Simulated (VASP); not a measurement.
An input for Ansatz (written as the equivalent of a VASP run, and not itself run):

Ansatz 0.2 input:
```yaml
crystal:
  lattice:
    - [0.0000000, 2.1200000, 2.1200000]
    - [2.1200000, 0.0000000, 2.1200000]
    - [2.1200000, 2.1200000, 0.0000000]
  atoms:
    - { symbol: Ti, position: [0.0000000, 0.0000000, 0.0000000] }
    - { symbol: N, position: [0.5000000, 0.5000000, 0.5000000] }
kpoints:
  mp_grid: { grid: [13, 13, 13] }
hamiltonian:
  xc: pbe
  pseudopotentials: { kind: paw }
scf:
  occupations: { method: methfessel_paxton, width: 0.1 }
  max_iter: 100
output: { forces: true, stress: true, eigenvalues: true }
```

Task: Translate this input to VASP (INCAR, KPOINTS, POSCAR, choice of POTCAR).

Result: One answer among several that fit: 
KPOINTS:
```
Regular mesh
0
Gamma
  13 13 13
0 0 0
```

INCAR:
```
ALGO=Normal
EDIFF=1E-6
ENCUT=520
GGA=PE
ISIF=2
ISMEAR=1
LASPH=.TRUE.
LCHARG=.FALSE.
LMAXMIX=4
LREAL=.FALSE.
LWAVE=.FALSE.
NELM=100
PREC=Accurate
SIGMA=0.1
SYSTEM=TiN
```

**POSCAR**
```
TiN
4.240
  0.0000000000   0.5000000000   0.5000000000
  0.5000000000   0.0000000000   0.5000000000
  0.5000000000   0.5000000000   0.0000000000
Ti N
1 1
Cartesian
  0.0000000000   0.0000000000   0.0000000000
  0.5000000000   0.5000000000   0.5000000000
```

POTCAR, in this order: Ti_sv N (PBE.64 set). Program: vasp_std.

What does not carry over: each code has its own PAW files, so the cut-off isn't converted (ENCUT is set for VASP's; basis.ecutwfc is left out, and Ansatz then takes the one that its files recommend); Ansatz stops its SCF on the density residual and VASP on the energy change (EDIFF).

The compound is TiN in the rock salt structure. The cell was not relaxed at this level.
